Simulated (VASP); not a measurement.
OSZICAR of a VASP run on CrO2 (rutile):

File OSZICAR:
```
       N       E                     dE             d eps       ncg     rms          rms(c)
DAV:   1     0.604048918540E+03    0.60405E+03   -0.26926E+04  7440   0.177E+03
DAV:   2    -0.306082192301E+02   -0.63466E+03   -0.59752E+03  8178   0.532E+02
DAV:   3    -0.937133666454E+02   -0.63105E+02   -0.61584E+02  8334   0.172E+02
DAV:   4    -0.952883742087E+02   -0.15750E+01   -0.15514E+01  9086   0.267E+01
DAV:   5    -0.953375004474E+02   -0.49126E-01   -0.49119E-01 10055   0.432E+00    0.450E+01
DAV:   6    -0.709352442490E+02    0.24402E+02   -0.10445E+02  8410   0.103E+02    0.279E+01
DAV:   7    -0.666651052820E+02    0.42701E+01   -0.42314E+01  8746   0.716E+01    0.171E+01
DAV:   8    -0.655254926645E+02    0.11396E+01   -0.28840E+00  9524   0.170E+01    0.706E+00
DAV:   9    -0.659571502653E+02   -0.43166E+00   -0.25716E+00  9442   0.114E+01    0.507E+00
DAV:  10    -0.658640681365E+02    0.93082E-01   -0.27406E-01  9015   0.459E+00    0.110E+01
DAV:  11    -0.658299587821E+02    0.34109E-01   -0.91386E-02  9968   0.223E+00    0.101E+01
DAV:  12    -0.658989661720E+02   -0.69007E-01   -0.81486E-03  8726   0.807E-01    0.972E+00
DAV:  13    -0.658523397107E+02    0.46626E-01   -0.63328E-03  9888   0.816E-01    0.807E+00
DAV:  14    -0.659195704081E+02   -0.67231E-01   -0.40985E-02  8578   0.174E+00    0.417E+00
DAV:  15    -0.659269121936E+02   -0.73418E-02   -0.11866E-02 10225   0.990E-01    0.171E+00
DAV:  16    -0.659269073106E+02    0.48829E-05   -0.19824E-03  9262   0.438E-01    0.851E-01
DAV:  17    -0.659269413554E+02   -0.34045E-04   -0.32545E-04  9420   0.153E-01    0.373E-01
DAV:  18    -0.659270735076E+02   -0.13215E-03   -0.72268E-04  8908   0.203E-01    0.206E-01
DAV:  19    -0.659271196576E+02   -0.46150E-04   -0.10791E-04  9345   0.835E-02    0.166E-01
DAV:  20    -0.659271193064E+02    0.35117E-06   -0.78397E-06  8489   0.218E-02
   1 F= -.65927119E+02 E0= -.65927139E+02  d E =-.659271E+02  mag=     4.0000
       N       E                     dE             d eps       ncg     rms          rms(c)
DAV:   1    -0.662009804000E+02   -0.27386E+00   -0.80506E+00  7608   0.277E+01    0.173E+02
DAV:   2    -0.656715786480E+02    0.52940E+00   -0.84950E+00  9782   0.197E+01    0.206E+02
DAV:   3    -0.659654823105E+02   -0.29390E+00   -0.10377E+00  9567   0.960E+00    0.685E+01
DAV:   4    -0.659526481782E+02    0.12834E-01   -0.64689E-02  9238   0.169E+00    0.443E+01
DAV:   5    -0.659327498591E+02    0.19898E-01   -0.18763E-02 10287   0.120E+00    0.305E+01
DAV:   6    -0.659283146171E+02    0.44352E-02   -0.29249E-03 10011   0.405E-01    0.161E+01
DAV:   7    -0.659240358882E+02    0.42787E-02   -0.81493E-03  9783   0.686E-01    0.144E+00
DAV:   8    -0.659238401969E+02    0.19569E-03   -0.67349E-04  8156   0.258E-01    0.111E+00
DAV:   9    -0.659239170299E+02   -0.76833E-04   -0.19181E-04 10131   0.614E-02    0.802E-01
DAV:  10    -0.659238979853E+02    0.19045E-04   -0.46545E-05  9941   0.378E-02    0.559E-01
DAV:  11    -0.659239079073E+02   -0.99220E-05   -0.11346E-05  9022   0.206E-02    0.332E-01
DAV:  12    -0.659239223096E+02   -0.14402E-04   -0.89071E-06  9214   0.257E-02    0.400E-02
DAV:  13    -0.659239272834E+02   -0.49738E-05   -0.17165E-06  5831   0.116E-02    0.931E-02
DAV:  14    -0.659239265124E+02    0.77101E-06   -0.56483E-07  4696   0.501E-03
   2 F= -.65923927E+02 E0= -.65923946E+02  d E =0.319279E-02  mag=     4.0000
       N       E                     dE             d eps       ncg     rms          rms(c)
DAV:   1    -0.660051003753E+02   -0.81173E-01   -0.23539E+00  7678   0.151E+01    0.498E+00
DAV:   2    -0.659490563295E+02    0.56044E-01   -0.30534E-01  7892   0.615E+00    0.433E+00
DAV:   3    -0.659365426801E+02    0.12514E-01   -0.58496E-02  9384   0.225E+00    0.149E+00
DAV:   4    -0.659337326406E+02    0.28100E-02   -0.17021E-02  8553   0.103E+00    0.102E+00
DAV:   5    -0.659343044827E+02   -0.57184E-03   -0.14656E-03  9625   0.264E-01    0.110E+00
DAV:   6    -0.659342530914E+02    0.51391E-04   -0.17099E-04 10311   0.130E-01    0.804E-01
DAV:   7    -0.659341916235E+02    0.61468E-04   -0.50850E-04  9337   0.209E-01    0.440E-01
DAV:   8    -0.659341239056E+02    0.67718E-04   -0.39046E-04  8253   0.200E-01    0.133E-01
DAV:   9    -0.659341356597E+02   -0.11754E-04   -0.18022E-04  9165   0.101E-01    0.135E-01
DAV:  10    -0.659341656175E+02   -0.29958E-04   -0.18931E-05  9815   0.422E-02    0.294E-02
DAV:  11    -0.659341710568E+02   -0.54394E-05   -0.86135E-06  7903   0.198E-02    0.155E-02
DAV:  12    -0.659341692206E+02    0.18363E-05   -0.70868E-07  4968   0.695E-03    0.506E-03
DAV:  13    -0.659341697028E+02   -0.48224E-06   -0.22453E-07  4224   0.379E-03
   3 F= -.65934170E+02 E0= -.65934159E+02  d E =-.705040E-02  mag=     4.0000
       N       E                     dE             d eps       ncg     rms          rms(c)
DAV:   1    -0.659342596164E+02   -0.90396E-04   -0.26434E-03  7650   0.507E-01    0.225E-01
DAV:   2    -0.659342290833E+02    0.30533E-04   -0.37333E-04  8049   0.214E-01    0.214E-01
DAV:   3    -0.659341785254E+02    0.50558E-04   -0.64361E-05  9413   0.755E-02    0.530E-02
DAV:   4    -0.659341661902E+02    0.12335E-04   -0.18854E-05  8506   0.293E-02    0.504E-02
DAV:   5    -0.659341649282E+02    0.12620E-05   -0.16774E-06  5670   0.969E-03    0.458E-02
DAV:   6    -0.659341639937E+02    0.93455E-06   -0.17349E-06  6203   0.152E-02
   4 F= -.65934164E+02 E0= -.65934154E+02  d E =-.704469E-02  mag=     4.0000
       N       E                     dE             d eps       ncg     rms          rms(c)
DAV:   1    -0.659341810232E+02   -0.16095E-04   -0.62976E-04  7580   0.246E-01    0.997E-02
DAV:   2    -0.659341762421E+02    0.47810E-05   -0.89760E-05  8098   0.104E-01    0.104E-01
DAV:   3    -0.659341568852E+02    0.19357E-04   -0.14196E-05  9055   0.353E-02    0.274E-02
DAV:   4    -0.659341516976E+02    0.51876E-05   -0.43239E-06  7002   0.137E-02    0.324E-02
DAV:   5    -0.659341509775E+02    0.72004E-06   -0.34437E-07  4678   0.471E-03
   5 F= -.65934151E+02 E0= -.65934141E+02  d E =-.703167E-02  mag=     4.0000
       N       E                     dE             d eps       ncg     rms          rms(c)
DAV:   1    -0.659370301458E+02   -0.28784E-02   -0.19332E-01  7440   0.340E+00    0.141E+00
DAV:   2    -0.659352551874E+02    0.17750E-02   -0.13144E-02  9602   0.118E+00    0.146E+00
DAV:   3    -0.659347231180E+02    0.53207E-03   -0.15026E-03  9715   0.371E-01    0.822E-01
DAV:   4    -0.659345181557E+02    0.20496E-03   -0.91106E-04  9177   0.199E-01    0.465E-01
DAV:   5    -0.659346282807E+02   -0.11012E-03   -0.19165E-04  9508   0.906E-02    0.403E-01
DAV:   6    -0.659346565199E+02   -0.28239E-04   -0.10982E-04 10768   0.968E-02    0.216E-01
DAV:   7    -0.659346497646E+02    0.67554E-05   -0.16011E-04 10299   0.119E-01    0.118E-01
DAV:   8    -0.659346444054E+02    0.53592E-05   -0.45676E-05  9870   0.571E-02    0.682E-02
DAV:   9    -0.659346420320E+02    0.23734E-05   -0.64386E-06  9812   0.194E-02    0.213E-02
DAV:  10    -0.659346424879E+02   -0.45592E-06   -0.86167E-07  5580   0.629E-03
   6 F= -.65934642E+02 E0= -.65934647E+02  d E =-.491510E-03  mag=     4.0000
```

Task: Which electronic solver shows in the log?

Result: It is blocked Davidson (ALGO = Normal, or the opening steps of other solvers). The INCAR had ALGO = Normal.

Task: How was spin treated?

Result: Collinear spin (ISPIN = 2): the summary line carries one mag value, 4.00 μB in the cell.

Task: Can the final energy be trusted as converged?

Result: The run converged. It stopped with EDIFF = 1E-6, NELM = 100, NSW = 60 and EDIFFG = -0.02 after 6 ionic steps (r2SCAN+rVV10, plane waves, VASP's PBE PAW potentials (set 64)). The moments were started parallel, and other spin orders were not tried in this run.

The compound is CrO2 in the rutile structure. This run relaxes it. Symmetry was kept, so distortions that lower it aren't found. The start is the result of an earlier pass.
